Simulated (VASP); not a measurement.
Input:

```xyz
2
Lattice="0.0000 2.8203 2.8203 2.8203 0.0000 2.8203 2.8203 2.8203 0.0000" Properties=species:S:1:pos:R:3 pbc="T T T"
Ge     2.8203     2.8203     0.0000
Ge     1.4101     1.4101     1.4101
```

The numbers are results of PW91 GGA, VASP's PBE PAW potentials (set 64) (plane waves; VASP 6.6.1), not measurements. Settings: 520 eV cut-off, 11×11×11 Γ-centred mesh, first-order Methfessel-Paxton smearing of 0.10 eV, potentials Ge_d.

### Question
Give the stress tensor in GPa (positive for a compressed cell).

### Answer

```
4.24  0.00  0.00
0.00  4.24  0.00
0.00  0.00  4.24
```
The pressure is its mean diagonal, 4.24 GPa.

The compound is Ge in the diamond structure. This cell is one point of a volume scan, at 0.94 of the reference volume.
